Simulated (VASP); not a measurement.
Calculation: SCAN meta-GGA, VASP's PBE PAW potentials (set 64) (plane waves; VASP).

VASP input:

**KPOINTS**
```
Automatic mesh
0
Gamma
 1 1 1
0 0 0
```

**POSCAR**
```
Cs atom
1
   12.0000000000     0.0000000000     0.0000000000
    0.0000000000    12.5000000000     0.0000000000
    0.0000000000     0.0000000000    13.0000000000
Cs
1
Direct
  0.0000000000   0.0000000000   0.0000000000
```

**INCAR**
```
# general
SYSTEM  = Cs atom
PREC    = Normal
ENCUT   = 520
LREAL   = F   # projection in real space or not
LASPH   = T   # aspherical one-centre terms
ISYM    = 0

# electronic loop
EDIFF   = 1E-6   # SCF stop (eV)
NELM    = 200   # most electronic steps
ALGO    = All
LMAXMIX = 4   # l cut-off of mixed one-centre charges
LMIXTAU = T

# smearing
ISMEAR  = 0
SIGMA   = 0.01   # width (eV)

# functional
METAGGA = SCAN

# spin
ISPIN   = 2   # spin-polarised
MAGMOM  = 1
NUPDOWN = 1

# output
LWAVE   = F
LCHARG  = F
LORBIT  = 10
```

POTCAR, in this order: Cs_sv (PBE.64 set). Program: vasp_gam. Read from the step before: WAVECAR.

The resulting files:

OSZICAR:
```
       N       E                     dE             d eps       ncg     rms           ort
SDA:   1    -0.370925521759E+02   -0.37093E+02    0.00000E+00     9   0.672E-01   0.000E+00
CGA:   2    -0.371089184569E+02   -0.16366E-01   -0.16305E-01     9   0.219E-01   0.223E-02
CGA:   3    -0.371142672897E+02   -0.53488E-02   -0.53540E-02     9   0.587E-02  -0.222E-03
CGA:   4    -0.371155072011E+02   -0.12399E-02   -0.12415E-02     9   0.133E-02  -0.133E-03
CGA:   5    -0.371159143620E+02   -0.40716E-03   -0.41571E-03     9   0.555E-03  -0.951E-04
CGA:   6    -0.371160571730E+02   -0.14281E-03   -0.14426E-03     9   0.206E-03  -0.321E-04
CGA:   7    -0.371160973559E+02   -0.40183E-04   -0.40595E-04     9   0.612E-04   0.314E-04
SDA:   8    -0.371161132571E+02   -0.15901E-04   -0.15880E-04     9   0.300E-04   0.196E-04
SDA:   9    -0.371161194788E+02   -0.62217E-05   -0.20594E-04     9   0.120E-03  -0.322E-04
CGA:  10    -0.371161348623E+02   -0.15383E-04   -0.17386E-04     9   0.127E-04   0.209E-04
SDA:  11    -0.371161375524E+02   -0.26901E-05   -0.31001E-05     9   0.112E-04   0.603E-05
CGA:  12    -0.371161452730E+02   -0.77206E-05   -0.77317E-05     9   0.225E-04  -0.200E-05
CGA:  13    -0.371161496638E+02   -0.43908E-05   -0.41455E-05     9   0.288E-04  -0.816E-07
CGA:  14    -0.371161526212E+02   -0.29574E-05   -0.29666E-05     9   0.263E-04   0.516E-05
CGA:  15    -0.371161554672E+02   -0.28460E-05   -0.28398E-05     9   0.247E-04   0.407E-05
CGA:  16    -0.371161575946E+02   -0.21275E-05   -0.27347E-05     9   0.313E-04  -0.234E-05
SDA:  17    -0.371161605614E+02   -0.29668E-05   -0.29578E-05     9   0.385E-04  -0.979E-05
CGA:  18    -0.371161670930E+02   -0.65317E-05   -0.64224E-05     9   0.256E-04  -0.296E-05
CGA:  19    -0.371161705418E+02   -0.34488E-05   -0.31785E-05     9   0.207E-04  -0.115E-05
CGA:  20    -0.371161732837E+02   -0.27418E-05   -0.26384E-05     9   0.178E-04  -0.452E-06
CGA:  21    -0.371161759627E+02   -0.26790E-05   -0.23760E-05     9   0.205E-04  -0.654E-06
CGA:  22    -0.371161776870E+02   -0.17243E-05   -0.18112E-05     9   0.247E-04   0.812E-06
CGA:  23    -0.371161799949E+02   -0.23079E-05   -0.20220E-05     9   0.287E-04  -0.706E-06
CGA:  24    -0.371161818618E+02   -0.18669E-05   -0.16387E-05     9   0.329E-04  -0.333E-06
CGA:  25    -0.371161836285E+02   -0.17667E-05   -0.17901E-05     9   0.377E-04  -0.305E-05
CGA:  26    -0.371161849818E+02   -0.13533E-05   -0.13647E-05     9   0.401E-04  -0.399E-05
CGA:  27    -0.371161861415E+02   -0.11598E-05   -0.11699E-05     9   0.471E-04  -0.586E-05
CGA:  28    -0.371161872797E+02   -0.11382E-05   -0.11643E-05     9   0.512E-04  -0.281E-05
CGA:  29    -0.371161883383E+02   -0.10586E-05   -0.93077E-06     9   0.528E-04   0.478E-06
CGA:  30    -0.371161893099E+02   -0.97154E-06   -0.97697E-06     9   0.578E-04   0.656E-06
   1 F= -.37116189E+02 E0= -.37116189E+02  d E =-.852617E-61  mag=     1.0000
```

### OUTCAR
```
------------------------ aborting loop because EDIFF is reached ----------------------------------------
  FORCE on cell =-STRESS in cart. coord.  units (eV):
  Direction    XX          YY          ZZ          XY          YZ          ZX
  --------------------------------------------------------------------------------------
  Total       -0.1169312     -0.0896415     -0.0796080      0.0000272      0.0000305     -0.0000222
  in kB       -0.0960741     -0.0736521     -0.0654083      0.0000223      0.0000251     -0.0000183
  external PRESSURE =      -0.0783781 kB  Pullay stress =       0.0000000 kB
  volume of cell :     1950.00
      direct lattice vectors                 reciprocal lattice vectors
    12.000000000  0.000000000  0.000000000     0.083333333  0.000000000  0.000000000
     0.000000000 12.500000000  0.000000000     0.000000000  0.080000000  0.000000000
     0.000000000  0.000000000 13.000000000     0.000000000  0.000000000  0.076923077
 POSITION                                       TOTAL-FORCE (eV/Angst)
 -----------------------------------------------------------------------------------
      0.00000      0.00000      0.00000        -0.000011     -0.000002     -0.000011
 -----------------------------------------------------------------------------------
    total drift:                               -0.000011     -0.000002     -0.000011
  FREE ENERGIE OF THE ION-ELECTRON SYSTEM (eV)
  ---------------------------------------------------
  free  energy   TOTEN  =       -37.1161893099 eV

  energy  without entropy=      -37.1161893099  energy(sigma->0) =      -37.11618931

 total charge

# of ion       s       p       d       tot
------------------------------------------
    1        1.876   4.686   0.000   6.562

 magnetization (x)

# of ion       s       p       d       tot
------------------------------------------
    1        0.043  -0.013   0.000   0.030
```
(Selected blocks of OUTCAR.)

The atom may not be in its lowest state.

The cell is a free atom in a box.
